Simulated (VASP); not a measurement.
Consider the following.

```yaml
crystal:
  lattice:
    - [1.76906, 1.02137, 5.36329]
    - [-1.76906, 1.02137, 5.36329]
    - [0.00000, -2.04273, 5.36329]
  atoms:
    - { symbol: Pb, position: [0.00000, 0.00000, 0.00000] }
    - { symbol: F, position: [0.25200, 0.25200, 0.25200] }
    - { symbol: F, position: [0.74800, 0.74800, 0.74800] }
```

All values below come from PBE GGA, VASP's PBE PAW potentials (set 64) (plane waves; VASP 6.6.1). Settings: 520 eV cut-off, 6×6×6 Γ-centred mesh, Gaussian smearing of 0.050 eV, potentials Pb_d F.

Question: Which forces act on the atoms, in eV/Å?

Answer: 
| atom | Fx | Fy | Fz |
|---|---|---|---|
| Pb1 | 0.000 | 0.000 | 0.000 |
| F2 | 0.000 | 0.000 | -0.129 |
| F3 | 0.000 | 0.000 | 0.129 |

Question: Give the stress tensor in GPa (positive for a compressed cell).

Answer: 
```
11.91   0.00   0.00
 0.00  11.91   0.00
 0.00   0.00   0.41
```
The pressure is its mean diagonal, 8.07 GPa.

The structure was generated: PbF2 was put into the CdCl2 type (R-3m), which need not be its known phase. The cell was not relaxed at this level.
